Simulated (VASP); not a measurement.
The input files of a VASP run:

**KPOINTS**
```
kpoints
0
gamma
8 8 2
```

INCAR:
```
LWAVE  =  F
LMAXMIX  =  4
ALGO  =  Normal   # blocked Davidson
PREC  =  Accurate
LREAL  =  F
SIGMA  =  0.136   # width (eV)
SYSTEM  =  CdSe
NELM  =  100   # most electronic steps
ISMEAR  =  -1
ENCUT  =  300
LASPH  =  T   # aspherical one-centre terms
LCHARG  =  F
ISIF  =  2
EDIFF  =  1E-6
```

File POSCAR:
```
CdSe
1
    4.4281570000     0.0000000000     0.0000000000
   -2.2140780000     3.8348960000     0.0000000000
    0.0000000000     0.0000000000    14.4966500000
Cd Se
4 4
Direct
  0.0000000000   0.0000000000   0.0000000000
  0.0000000000   0.0000000000   0.5000000000
  0.6666670000   0.3333330000   0.7501800000
  0.3333330000   0.6666670000   0.2501800000
  0.0000000000   0.0000000000   0.8121600000
  0.0000000000   0.0000000000   0.3121600000
  0.6666670000   0.3333330000   0.5632900000
  0.3333330000   0.6666670000   0.0632900000
```

POTCAR, in this order: Cd Se (LDA.64 set). Program: vasp_std.

**Question.** Translate this LDA calculation to Ansatz.

**Answer.** One equivalent input (not run):
Ansatz 0.2 input:
```yaml
crystal:
  lattice:
    - [4.4281570, 0.0000000, 0.0000000]
    - [-2.2140780, 3.8348960, 0.0000000]
    - [0.0000000, 0.0000000, 14.4966500]
  atoms:
    - { symbol: Cd, position: [0.0000000, 0.0000000, 0.0000000] }
    - { symbol: Cd, position: [0.0000000, 0.0000000, 0.5000000] }
    - { symbol: Cd, position: [0.6666670, 0.3333330, 0.7501800] }
    - { symbol: Cd, position: [0.3333330, 0.6666670, 0.2501800] }
    - { symbol: Se, position: [0.0000000, 0.0000000, 0.8121600] }
    - { symbol: Se, position: [0.0000000, 0.0000000, 0.3121600] }
    - { symbol: Se, position: [0.6666670, 0.3333330, 0.5632900] }
    - { symbol: Se, position: [0.3333330, 0.6666670, 0.0632900] }
kpoints:
  mp_grid: { grid: [8, 8, 2] }
hamiltonian:
  xc: lda
  pseudopotentials: { kind: paw }
scf:
  occupations: { method: fermi_dirac, width: 0.136 }
  max_iter: 100
output: { forces: true, stress: true, eigenvalues: true }
```
The two are equivalent in intent, not identical: each code has its own PAW files, so the cut-off isn't converted (ENCUT is set for VASP's; basis.ecutwfc is left out, and Ansatz then takes the one that its files recommend); Ansatz stops its SCF on the density residual and VASP on the energy change (EDIFF); Ansatz's lda is the Perdew-Wang form, while the LDA potentials of VASP carry Perdew-Zunger's.

The structure was generated: CdSe was put into an ordered model structure, which need not be its known phase. The cell was not relaxed at this level.
